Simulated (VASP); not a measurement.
An input for Quantum ESPRESSO's pw.x (written as the equivalent of a VASP run, and not itself run):

```
&CONTROL
  calculation = 'vc-relax'
  pseudo_dir = './pseudo'
  outdir = './out'
  tprnfor = .true.
  tstress = .true.
  nstep = 60
  forc_conv_thr = 0.00039
/
&SYSTEM
  ibrav = 0
  nat = 2
  ntyp = 1
  ecutwfc = 84
  occupations = 'smearing'
  smearing = 'methfessel-paxton'
  degauss = 0.00735
  input_dft = 'vdw-df-ob86'
/
&ELECTRONS
  conv_thr = 7.3e-08
  electron_maxstep = 100
/
&IONS
/
&CELL
/
ATOMIC_SPECIES
  Ti 47.867 Ti.upf
CELL_PARAMETERS angstrom
     1.4553990   -2.5208250    0.0000000
     1.4553990    2.5208250    0.0000000
     0.0000000    0.0000000    4.6147386
ATOMIC_POSITIONS crystal
  Ti   0.3333330  0.6666670  0.2500000
  Ti   0.6666670  0.3333330  0.7500000
K_POINTS automatic
  13 13 7 0 0 0
```

Question: Write the VASP files for the same calculation (optB86b-vdW).

Answer: Several could match; the one computed here: 
POSCAR:
```
Ti
1.0
  1.4553989528  -2.5208249881   0.0000000000
  1.4553989528   2.5208249881   0.0000000000
  0.0000000000   0.0000000000   4.6147385823
Ti
2
Cartesian
  1.4553989528   0.8402766766   1.1536846456
  1.4553989528  -0.8402766766   3.4610539367
```

KPOINTS:
```
kpoints
0
G
13 13 7
0 0 0
```

**INCAR**
```
SYSTEM = Ti
PREC = Accurate
ENCUT = 520
EDIFF = 1E-6
NELM = 100
ALGO = Normal
LREAL = .FALSE.
LASPH = .TRUE.
ISMEAR = 1
SIGMA = 0.1
GGA = MK
PARAM1 = 0.1234
PARAM2 = 1.0
LUSE_VDW = .TRUE.
AGGAC = 0.0
LMAXMIX = 4
LWAVE = .FALSE.
LCHARG = .FALSE.
IBRION = 2
ISIF = 3
NSW = 60
EDIFFG = -0.01
```

POTCAR, in this order: Ti_sv (PBE.64 set). Program: vasp_std.

What does not carry over: the potentials are each code's own (VASP's PAW set, PseudoDojo norm-conserving files in pw.x), so ENCUT and ecutwfc are chosen apart and not converted; conv_thr bounds pw.x's estimated SCF error, while EDIFF bounds the energy change between steps; forc_conv_thr acts on force components and is met together with etot_conv_thr.

The compound is Ti in the hcp structure. It was relaxed first. The start is the result of an earlier pass.
